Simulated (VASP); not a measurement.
# Sc2InSb3 (I4/mmm) in VASP: a series of runs

Runs on Sc2InSb3. Level: PBE. Tasks: single point, relaxation of cell and atoms.

All numbers are computed with VASP 6.6.1; they aren't measurements. Logs are shortened: lines on timing, memory, paths and dates and some standing lists are left out, and cuts for length are marked.

## Step 1: Starting point

It takes space group I4/mmm (No. 139, tetragonal). The conventional cell has a = 4.184 Å, b = 4.184 Å, c = 18.630 Å, α = 90.00°, β = 90.00°, γ = 90.00°. Sc (site symmetry 4mm) has 6 Sb at 2.96 to 3.13 Å as nearest neighbours. Around In (site symmetry 4/mmm) lie 6 Sb at 2.96 to 3.21 Å. Around Sb (site symmetry 4mm) lie 5 Sc at 2.96 to 2.98 Å and 1 In at 3.21 Å. Sb (site symmetry 4/mmm) is surrounded by 4 In at 2.96 Å and 2 Sc at 3.13 Å.

The cell was built by a generator and needn't be a form met in nature.

## Step 2: Single point, PBE

File INCAR:

```
  ALGO = Fast
  EDIFF = 1E-5
  ENCUT = 520
  GGA = PE
  ISIF = 2
  ISMEAR = 0
  LASPH = True
  LCHARG = False
  LREAL = Auto
  LWAVE = False
  NELM = 80
  PREC = Normal
  SIGMA = 0.15
```

File KPOINTS:

```
k-points
0
Gamma
  3 3 3
```

File POSCAR:

```
Sc2InSb3
1.0
   -2.0920600000      2.0920600000      9.3151300000
    2.0920600000     -2.0920600000      9.3151300000
    4.1841200000      4.1841200000    -18.6302600000
Sc In Sb
4 2 6
Direct
    0.6679730000      0.6679730000      0.0000000000
    0.6679730000      0.6679730000      0.5000000000
    0.3320270000      0.3320270000      0.0000000000
    0.3320270000      0.3320270000      0.5000000000
    0.0000000000      0.0000000000      0.0000000000
    0.0000000000      0.0000000000      0.5000000000
    0.8279420000      0.8279420000      0.0000000000
    0.8279420000      0.8279420000      0.5000000000
    0.1720580000      0.1720580000      0.0000000000
    0.1720580000      0.1720580000      0.5000000000
    0.5000000000      0.5000000000      0.0000000000
    0.5000000000      0.5000000000      0.5000000000
```

Potentials or basis: VASP PAW PBE potentials, release 64 (Sc_sv, In_d, Sb).

Command:

```sh
$ cat potpaw_PBE.64/Sc_sv/POTCAR potpaw_PBE.64/In_d/POTCAR potpaw_PBE.64/Sb/POTCAR > POTCAR
$ mpirun -np 4 vasp_std > vasp.out
```

OUTCAR:

```text
EDIFF = 1E-5
   ENCUT = 520
   GGA = PE
   ISIF = 2
   ISMEAR = 0
   LASPH = True
   LREAL = Auto
   NELM = 80
   PREC = Normal

 ion  position               nearest neighbor table
   1  0.668  0.668  0.000-  10 2.96   9 2.96   9 2.96  10 2.96   7 2.98  11 3.13
   2  0.668  0.668  0.500-   9 2.96  10 2.96  10 2.96   9 2.96   8 2.98  12 3.13
   3  0.332  0.332  0.000-   8 2.96   7 2.96   7 2.96   8 2.96   9 2.98  11 3.13
   4  0.332  0.332  0.500-   7 2.96   8 2.96   8 2.96   7 2.96  10 2.98  12 3.13
   5  0.000  0.000  0.000-  12 2.96  11 2.96  11 2.96  12 2.96   7 3.21   9 3.21
   6  0.000  0.000  0.500-  11 2.96  12 2.96  12 2.96  11 2.96   8 3.21  10 3.21
   7  0.828  0.828  0.000-   4 2.96   3 2.96   3 2.96   4 2.96   1 2.98   5 3.21
   8  0.828  0.828  0.500-   3 2.96   4 2.96   4 2.96   3 2.96   2 2.98   6 3.21
   9  0.172  0.172  0.000-   2 2.96   1 2.96   1 2.96   2 2.96   3 2.98   5 3.21
  10  0.172  0.172  0.500-   1 2.96   2 2.96   2 2.96   1 2.96   4 2.98   6 3.21
  11  0.500  0.500  0.000-   6 2.96   5 2.96   5 2.96   6 2.96   1 3.13   3 3.13
  12  0.500  0.500  0.500-   5 2.96   6 2.96   6 2.96   5 2.96   2 3.13   4 3.13

  LATTYP: Found a base centered orthorhombic cell.
 ALAT       =     5.9172392506
 B/A-ratio  =     3.1484716455
 C/A-ratio  =     1.0000000000

  Lattice vectors:

 A1 = (   2.0920600000,  -2.0920600000,  -9.3151300000)
 A2 = (   2.0920600000,  -2.0920600000,   9.3151300000)
 A3 = (  -4.1841200000,  -4.1841200000,   0.0000000000)

Analysis of symmetry for initial positions (statically):
=====================================================================
 Subroutine PRICEL returns following result:

  LATTYP: Found a body centered tetragonal cell.
 ALAT       =     4.1841200000
 C/A-ratio  =     4.4526113018

  Lattice vectors:

 A1 = (  -2.0920600000,   2.0920600000,   9.3151300000)
 A2 = (   2.0920600000,  -2.0920600000,   9.3151300000)
 A3 = (   2.0920600000,   2.0920600000,  -9.3151300000)

   2 primitive cells build up your supercell.

 Routine SETGRP: Setting up the symmetry group for a
 base centered orthorhombic supercell.

 Subroutine GETGRP returns: Found  8 space group operations
 (whereof  8 operations were pure point group operations)
 out of a pool of  8 trial point group operations.

The static configuration has the point symmetry D_2h.

Analysis of symmetry for dynamics (positions and initial velocities):
=====================================================================
 Subroutine PRICEL returns following result:

  LATTYP: Found a body centered tetragonal cell.
 ALAT       =     4.1841200000
 C/A-ratio  =     4.4526113018

  Lattice vectors:

 A1 = (  -2.0920600000,   2.0920600000,   9.3151300000)
 A2 = (   2.0920600000,  -2.0920600000,   9.3151300000)
 A3 = (   2.0920600000,   2.0920600000,  -9.3151300000)

   2 primitive cells build up your supercell.

 Routine SETGRP: Setting up the symmetry group for a
 base centered orthorhombic supercell.

 Subroutine GETGRP returns: Found  8 space group operations
 (whereof  8 operations were pure point group operations)
 out of a pool of  8 trial point group operations.

The dynamic configuration has the point symmetry D_2h.

 Subroutine INISYM returns: Found  8 space group operations
 (whereof  8 operations are pure point group operations),
 and found     2 'primitive' translations

----------------------------------------------------------------------------------------

                                     Primitive cell

  volume of cell :     163.0787

  direct lattice vectors                    reciprocal lattice vectors
    -2.092060000  2.092060000  9.315130000     0.000000000  0.238998881  0.053676116
     2.092060000 -2.092060000  9.315130000     0.238998881  0.000000000  0.053676116
     2.092060000  2.092060000 -9.315130000     0.238998881  0.238998881  0.000000000

  length of vectors
     9.773693110  9.773693110  9.773693110     0.244952221  0.244952221  0.337995460

  position of ions in fractional coordinates (direct lattice)
     0.667973000  0.667973000  0.000000000
     0.332027000  0.332027000  0.000000000
     0.000000000  0.000000000  0.000000000
     0.827942000  0.827942000  0.000000000
     0.172058000  0.172058000  0.000000000
     0.500000000  0.500000000  0.000000000

  ion indices of the primitive-cell ions
   primitive index   ion index
                 1           1
                 2           3
                 3           5
                 4           7
                 5           9
                 6          11

----------------------------------------------------------------------------------------

 KPOINTS: k-points

Automatic generation of k-mesh.
 Grid dimensions read from file:
 generate k-points for:    3    3    3

 Generating k-lattice:

  Cartesian coordinates                     Fractional coordinates (reciprocal lattice)
     0.000000000  0.079666294  0.017892039     0.333333333  0.000000000 -0.000000000
     0.079666294  0.000000000  0.017892039     0.000000000  0.333333333 -0.000000000
     0.039833147  0.039833147  0.000000000     0.000000000  0.000000000  0.333333333

  Length of vectors
     0.081650740  0.081650740  0.056332577

  Shift w.r.t. Gamma in fractional coordinates (k-lattice)
     0.000000000  0.000000000  0.000000000

 Subroutine IBZKPT returns following result:
 ===========================================

 Found      8 irreducible k-points:

 Following reciprocal coordinates:
            Coordinates               Weight
  0.000000  0.000000  0.000000      1.000000
  0.333333  0.000000 -0.000000      8.000000
  0.333333  0.333333 -0.000000      4.000000
 -0.333333  0.333333  0.000000      2.000000
  0.000000  0.000000  0.333333      2.000000
 -0.333333 -0.000000  0.333333      4.000000
  0.333333  0.333333  0.333333      2.000000
 -0.333333  0.333333  0.333333      4.000000
   k-points           NKPTS =      8   k-points in BZ     NKDIM =      8   number of bands    NBANDS=     60
   number of dos      NEDOS =    301   number of ions     NIONS =     12
   total plane-waves  NPLWV = 351232
   dimension x,y,z NGX =    56 NGY =   56 NGZ =  112
   dimension x,y,z NGXF=   112 NGYF=  112 NGZF=  224
   ions per type =               4   2   6
   NGX,Y,Z   is equivalent  to a cutoff of   9.53,  9.53,  9.53 a.u.
[... 28 lines left out ...]
   IALGO  =     68    algorithm
   IMIX   =      4    mixing-type and parameters
     AMIX     =   0.40;   BMIX     =  1.00
     AMIX_MAG =   1.60;   BMIX_MAG =  1.00
  volume/ion in A,a.u.               =      27.18       183.42
  Fermi-wavevector in a.u.,A,eV,Ry     =   1.103907  2.086082 16.580201  1.218610
  Thomas-Fermi vector in A             =   2.240372
   LORBIT       =      0    0 simple, 1 ext, 2 COOP (PROOUT), +10 PAW based schemes
   GGA     = PE    functional components
   LHFCALC =     F    Hartree Fock is set to
   AEXX    =    0.0000 exact exchange contribution
   IVDW    =     0    specifies the selected vdW correction
   LEPSILON=     F    determine dielectric tensor
   LRPA    =     F    only Hartree local field effects (RPA)
 non-spin polarized calculation
 RMM-DIIS sequential band-by-band and
 Gauss-broadening in eV      SIGMA  =   0.15
  energy-cutoff  :      520.00
  volume of cell :      326.16
 maximum number of plane-waves:      8804
   NGX = 37   NGY = 37   NGZ = 73

 number of electron     100.0000000 magnetization

 number of electron      99.9999982 magnetization

 Free energy of the ion-electron system (eV)
  ---------------------------------------------------
  ext. energy  EPLUGINS =         0.00000000
  ---------------------------------------------------
  free energy    TOTEN  =       -61.35269237 eV

  energy without entropy =      -61.25022237  energy(sigma->0) =      -61.30145737

 E-fermi :   5.9221     XC(G=0):  -9.7875

 val. band max:        5.9101314404   @ k =  -0.3333  -0.0000   0.3333
 cond. band min:       5.9234129374   @ k =  -0.3333  -0.0000   0.3333
 fundamental gap:      0.0132814971
 Fermi energy:         5.9221291318

 k-point     1 :       0.0000    0.0000    0.0000
  band No.  band energies     occupation
      1     -44.0229      2.00000
      2     -44.0216      2.00000
      3     -44.0207      2.00000
      4     -44.0207      2.00000
      5     -22.6738      2.00000
      6     -22.6646      2.00000
[... 52 lines left out ...]
     59       7.4131      0.00000
     60       7.5573      0.00000

 k-point     2 :       0.3333    0.0000   -0.0000
  band No.  band energies     occupation
      1     -44.0221      2.00000
      2     -44.0214      2.00000
      3     -44.0213      2.00000
      4     -44.0213      2.00000
      5     -22.6705      2.00000
      6     -22.6669      2.00000
[... 52 lines left out ...]
     59       7.9874      0.00000
     60       8.1434      0.00000

 k-point     3 :       0.3333    0.3333   -0.0000
  band No.  band energies     occupation
      1     -44.0224      2.00000
      2     -44.0214      2.00000
      3     -44.0213      2.00000
      4     -44.0209      2.00000
      5     -22.6719      2.00000
      6     -22.6675      2.00000
[... 52 lines left out ...]
     59       7.8281      0.00000
     60       7.9663      0.00000

 k-point     4 :      -0.3333    0.3333    0.0000
  band No.  band energies     occupation
      1     -44.0224      2.00000
      2     -44.0214      2.00000
      3     -44.0213      2.00000
      4     -44.0209      2.00000
      5     -22.6719      2.00000
      6     -22.6674      2.00000
[... 52 lines left out ...]
     59       7.8872      0.00000
     60       8.1338      0.00000

 k-point     5 :       0.0000    0.0000    0.3333
  band No.  band energies     occupation
      1     -44.0224      2.00000
      2     -44.0214      2.00000
      3     -44.0213      2.00000
      4     -44.0209      2.00000
      5     -22.6718      2.00000
      6     -22.6674      2.00000
[... 52 lines left out ...]
     59       7.8938      0.00000
     60       8.0163      0.00000

 k-point     6 :      -0.3333   -0.0000    0.3333
  band No.  band energies     occupation
      1     -44.0224      2.00000
      2     -44.0214      2.00000
      3     -44.0213      2.00000
      4     -44.0209      2.00000
      5     -22.6718      2.00000
      6     -22.6675      2.00000
[... 52 lines left out ...]
     59       7.8029      0.00000
     60       7.9536      0.00000

 k-point     7 :       0.3333    0.3333    0.3333
  band No.  band energies     occupation
      1     -44.0229      2.00000
      2     -44.0216      2.00000
      3     -44.0207      2.00000
      4     -44.0207      2.00000
      5     -22.6739      2.00000
      6     -22.6646      2.00000
[... 52 lines left out ...]
     59       7.7045      0.00000
     60       7.8016      0.00000

 k-point     8 :      -0.3333    0.3333    0.3333
  band No.  band energies     occupation
      1     -44.0221      2.00000
      2     -44.0214      2.00000
      3     -44.0213      2.00000
      4     -44.0213      2.00000
      5     -22.6705      2.00000
      6     -22.6669      2.00000
[... 52 lines left out ...]
     59       8.0069      0.00000
     60       8.0702      0.00000

------------------------ aborting loop because EDIFF is reached ----------------------------------------

  FORCE on cell =-STRESS in cart. coord.  units (eV):
  Direction    XX          YY          ZZ          XY          YZ          ZX
  --------------------------------------------------------------------------------------
  -------------------------------------------------------------------------------------
  Total        1.0225688      1.0225688     -1.4558559     -0.0212210      0.0000000      0.0000000
  in kB        5.0231476      5.0231476     -7.1515766     -0.1042434      0.0000000      0.0000000
  external PRESSURE =       0.9649062 kB  Pullay stress =       0.0000000 kB

 VOLUME and BASIS-vectors are now :
 -----------------------------------------------------------------------------
  energy-cutoff  :      520.00
  volume of cell :      326.16
      direct lattice vectors                 reciprocal lattice vectors
    -2.092060000  2.092060000  9.315130000     0.000000000  0.238998881  0.053676116
     2.092060000 -2.092060000  9.315130000     0.238998881  0.000000000  0.053676116
     4.184120000  4.184120000-18.630260000     0.119499441  0.119499441  0.000000000

 POSITION                                       TOTAL-FORCE (eV/Angst)
 -----------------------------------------------------------------------------------
      0.00000      0.00000     12.44451        -0.000000     -0.000000     -0.078647
      2.09206      2.09206      3.12938         0.000000      0.000000     -0.078647
      0.00000      0.00000      6.18575         0.000000      0.000000      0.078647
      2.09206      2.09206     -3.12938        -0.000000     -0.000000      0.078647
      0.00000      0.00000      0.00000        -0.000000     -0.000000      0.000000
      2.09206      2.09206     -9.31513        -0.000000     -0.000000      0.000000
      0.00000      0.00000     15.42477        -0.000000     -0.000000     -0.006379
      2.09206      2.09206      6.10964        -0.000000     -0.000000     -0.006379
      0.00000      0.00000      3.20549        -0.000000     -0.000000      0.006379
      2.09206      2.09206     -6.10964        -0.000000     -0.000000      0.006379
      0.00000      0.00000      9.31513        -0.000000     -0.000000      0.000000
      2.09206      2.09206      0.00000        -0.000000     -0.000000      0.000000
 -----------------------------------------------------------------------------------
    total drift:                                0.000000     -0.000000     -0.000000

  FREE ENERGIE OF THE ION-ELECTRON SYSTEM (eV)
  ---------------------------------------------------
  free  energy   TOTEN  =       -61.3526923719 eV

  energy  without entropy=      -61.2502223750  energy(sigma->0) =      -61.30145737
```

It took 4.3 min on 4 MPI ranks of Intel Xeon Platinum 8559C (Emerald Rapids), shared host; peak memory 0.35 GiB.

Results:

| Item | Value |
| --- | --- |
| Free energy | -61.3527 eV |
| Pressure | 0.1 GPa |
| Largest force | 0.079 eV/Å |
| Band gap on the k mesh | none (metal or under the smearing width) |

Forces in eV/Å, atoms in the order of the input:
```
Sc   0.000  0.000 -0.079
Sc   0.000  0.000 -0.079
Sc   0.000  0.000  0.079
Sc   0.000  0.000  0.079
In   0.000  0.000  0.000
In   0.000  0.000  0.000
Sb   0.000  0.000 -0.006
Sb   0.000  0.000 -0.006
Sb   0.000  0.000  0.006
Sb   0.000  0.000  0.006
Sb   0.000  0.000  0.000
Sb   0.000  0.000  0.000
```

Stress tensor (GPa, compression positive):
```
 0.50 -0.01  0.00
-0.01  0.50  0.00
 0.00  0.00 -0.72
```

Caveat: the k mesh is coarse (spacing up to 0.51 Å⁻¹), so the values aren't converged. The run has no spin-orbit coupling, so splittings on Sb are missing.

## Step 3: Relaxation of cell and atoms, PBE

This run uses another cell than the first one, of 27.27 Å³/atom, 1.003 times its volume.

File INCAR:

```
  ALGO = Fast
  EDIFF = 1E-5
  EDIFFG = -0.03
  ENCUT = 520
  GGA = PE
  IBRION = 2
  ISIF = 3
  ISMEAR = 0
  ISYM = 0
  LASPH = True
  LCHARG = False
  LREAL = Auto
  LWAVE = False
  NELM = 80
  NSW = 110
  PREC = Normal
  SIGMA = 0.15
```

KPOINTS is that of step 2.

File POSCAR:

```
Sc2InSb3
1.0
   -2.1755456900      1.9771750200      9.3679315100
    2.0986486100     -2.1758865200      9.3952894800
    4.2777078000      4.2783894500    -18.8251191800
Sc In Sb
4 2 6
Direct
    0.6700556000      0.6752095700      0.0027085300
    0.6590870300      0.6499032500      0.4837810500
    0.3211720900      0.3553768700      0.9963606800
    0.3379162300      0.3641832500      0.5120365800
    0.9685852600      0.0281499100      0.9965925200
    0.9975545800      0.0444272400      0.5115346100
    0.8179350900      0.8615441000      0.0165099000
    0.8427477200      0.8254201800      0.5034167800
    0.1406050500      0.1922076500      0.9911954100
    0.1533750200      0.1827443300      0.4988885800
    0.4714607400      0.4944048000      0.9770408200
    0.4804644800      0.5074258900      0.4898086700
```

Potentials or basis: VASP PAW PBE potentials, release 64 (Sc_sv, In_d, Sb).

Command:

```sh
$ cat potpaw_PBE.64/Sc_sv/POTCAR potpaw_PBE.64/In_d/POTCAR potpaw_PBE.64/Sb/POTCAR > POTCAR
$ mpirun -np 4 vasp_std > vasp.out
```

Run time: 53 min. Hardware: 4 MPI ranks of Intel Xeon Platinum 8559C (Emerald Rapids), shared host; peak memory 0.37 GiB.

The run converged. Its results:

* Free energy: -61.3706 eV
* Relaxed volume: 27.14 Å³/atom
* Relaxed cell: a = 9.699 Å, b = 9.686 Å, c = 19.396 Å, α = 154.97°, β = 154.98°, γ = 35.70°
* Space group after relaxing (to 0.05 Å): P1 (No. 1)
* Energy gained by relaxing: 36.4 meV/atom
* Ionic steps: 24
* Pressure after relaxing: 0.0 GPa
* Largest force after relaxing: 0.025 eV/Å
* Band gap on the k mesh: none (metal or under the smearing width)

Forces in eV/Å, atoms in the order of the input:
```
Sc   0.002  0.000 -0.024
Sc   0.000 -0.003  0.013
Sc  -0.016 -0.003  0.012
Sc  -0.005 -0.006 -0.019
In  -0.003  0.004 -0.009
In  -0.001  0.003  0.003
Sb  -0.010 -0.009 -0.004
Sb   0.003 -0.011  0.015
Sb   0.013  0.018  0.002
Sb   0.004  0.003  0.012
Sb   0.009  0.006 -0.004
Sb   0.005 -0.002  0.005
```

Step by step:
```tsv
step	energy change (eV)	largest force (eV/Å)	pressure (GPa)	volume (Å³)
1	0.0000	1.2013	0.68	327.22
2	-0.2455	0.5698	-1.01	332.69
3	-0.2747	0.4818	-1.52	335.41
4	-0.3913	0.2673	0.24	324.18
5	-0.3921	0.2565	0.40	323.30
6	-0.4147	0.1597	0.11	324.98
7	-0.4182	0.1259	0.00	325.83
8	-0.4182	0.1197	-0.02	325.94
9	-0.4248	0.0889	-0.06	326.08
10	-0.4277	0.0774	-0.09	326.19
11	-0.4269	0.1011	-0.14	326.41
12	-0.4284	0.0868	-0.11	326.27
13	-0.4311	0.0632	0.14	324.93
14	-0.4311	0.0613	0.16	324.77
15	-0.4337	0.0371	0.00	325.68
16	-0.4341	0.0362	-0.01	325.98
17	-0.4341	0.0438	-0.16	326.59
18	-0.4342	0.0392	-0.12	326.27
19	-0.4356	0.0412	-0.01	325.72
20	-0.4358	0.0425	0.05	325.39
21	-0.4358	0.0412	0.03	325.53
22	-0.4358	0.0408	0.03	325.47
23	-0.4358	0.0409	0.02	325.49
24	-0.4363	0.0245	-0.01	325.69
```

Final structure:
```
Sc In Sb
1.0
    -2.11570    2.09993    9.22984
     2.08582   -2.10238    9.22220
     4.22906    4.20440  -18.45618
Sc In Sb
4 2 6
Direct
  0.65499 0.67543 0.99594
  0.65592 0.67528 0.49587
  0.32852 0.35234 0.00392
  0.33319 0.35320 0.50490
  0.97342 0.01470 0.99377
  0.98337 0.02140 0.49559
  0.82324 0.84642 0.00486
  0.82575 0.84581 0.50391
  0.15945 0.18002 0.99526
  0.16307 0.18249 0.49565
  0.47931 0.51769 0.99578
  0.48074 0.51622 0.49444
```

Levels at points of the mesh, in eV from the Fermi level:
```tsv
k point	band 47	band 48	band 49	band 50	band 51	band 52	band 53	band 54
(0.00, 0.00, 0.00)	-0.60	-0.59	-0.27	-0.02	0.31	0.47	0.93	0.94
```

Caveat: the k mesh is coarse (spacing up to 0.52 Å⁻¹), so the values aren't converged. Spin-orbit coupling is left out, which matters for the levels of Sb.
